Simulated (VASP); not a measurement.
Input of a VASP 6.6.1 run:

The input INCAR:

```
SYSTEM = NbAl2N3
PREC     = Accurate       ! precision mode
ENCUT    = 520            ! plane-wave cutoff, eV
EDIFF    = 1E-6           ! SCF threshold, eV
ISMEAR   = 0              ! smearing method
SIGMA    = 0.1            ! smearing width, eV
LREAL    = .FALSE.        ! projectors in reciprocal space
LASPH    = .TRUE.         ! aspherical terms in the spheres
NELM     = 60             ! most SCF steps
ALGO     = Fast           ! electronic algorithm
ISIF     = 2              ! what is computed and relaxed
LWAVE    = .FALSE.        ! write WAVECAR
LCHARG   = .FALSE.        ! write CHGCAR
LMAXMIX  = 4              ! l up to which the mixer works
GGA      = PE             ! functional
```

KPOINTS

```
Automatic mesh
0
G
  12 12 4
  0 0 0
```

Contents of POSCAR:

```
NbAl2N3
1.0
    2.9024080000      0.0000000000      0.0000000000
   -1.4512040000      2.5135590000      0.0000000000
    0.0000000000      0.0000000000      7.5868500000
Al Nb N
2 1 3
Direct
    0.3333330000      0.6666670000      0.6551280000
    0.6666670000      0.3333330000      0.3448720000
    0.0000000000      0.0000000000      0.0000000000
    0.6666670000      0.3333330000      0.8040310000
    0.3333330000      0.6666670000      0.1959690000
    0.0000000000      0.0000000000      0.5000000000
```

The input KPOINTS_OPT:

```
path GMKGALHA,LM,KH
10
line-mode
reciprocal
 0.0000000000  0.0000000000  0.0000000000  G
 0.5000000000  0.0000000000  0.0000000000  M

 0.5000000000  0.0000000000  0.0000000000  M
 0.3333333333  0.3333333333  0.0000000000  K

 0.3333333333  0.3333333333  0.0000000000  K
 0.0000000000  0.0000000000  0.0000000000  G

 0.0000000000  0.0000000000  0.0000000000  G
 0.0000000000  0.0000000000  0.5000000000  A

 0.0000000000  0.0000000000  0.5000000000  A
 0.5000000000  0.0000000000  0.5000000000  L

 0.5000000000  0.0000000000  0.5000000000  L
 0.3333333333  0.3333333333  0.5000000000  H

 0.3333333333  0.3333333333  0.5000000000  H
 0.0000000000  0.0000000000  0.5000000000  A

 0.5000000000  0.0000000000  0.5000000000  L
 0.5000000000  0.0000000000  0.0000000000  M

 0.3333333333  0.3333333333  0.0000000000  K
 0.3333333333  0.3333333333  0.5000000000  H
```

Potentials or basis: VASP PAW PBE potentials, release 64 (Al, Nb_sv, N).

Command:

```console
$ cat potpaw_PBE.64/Al/POTCAR potpaw_PBE.64/Nb_sv/POTCAR potpaw_PBE.64/N/POTCAR > POTCAR
$ mpirun -np 1 vasp_std > vasp.out
```

Q: What does it give for the pressure?

A: 0.0 GPa.

Q: What does it give for the band gap along the path?

A: None (metal or under the smearing width).

Levels at the corners of the path, in eV from the Fermi level:
```tsv
point	band 15	band 16	band 17	band 18	band 19	band 20
Γ	-1.45	-1.45	-0.93	0.60	0.60	3.40
M	-2.86	-2.59	-2.34	2.95	3.82	4.38
M	-2.86	-2.59	-2.34	2.95	3.82	4.38
K	-4.44	-2.58	0.57	0.57	2.80	4.78
K	-4.44	-2.58	0.57	0.57	2.80	4.78
Γ	-1.45	-1.45	-0.93	0.60	0.60	3.40
Γ	-1.45	-1.45	-0.93	0.60	0.60	3.40
A	-1.83	-1.83	-0.13	0.64	0.64	3.44
A	-1.83	-1.83	-0.13	0.64	0.64	3.44
L	-3.02	-2.95	-2.04	3.54	3.89	4.43
L	-3.02	-2.95	-2.04	3.54	3.89	4.43
H	-4.27	-3.26	0.88	0.88	2.81	3.97
H	-4.27	-3.26	0.88	0.88	2.81	3.97
A	-1.83	-1.83	-0.13	0.64	0.64	3.44
L	-3.02	-2.95	-2.04	3.54	3.89	4.43
M	-2.86	-2.59	-2.34	2.95	3.82	4.38
K	-4.44	-2.58	0.57	0.57	2.80	4.78
H	-4.27	-3.26	0.88	0.88	2.81	3.97
```
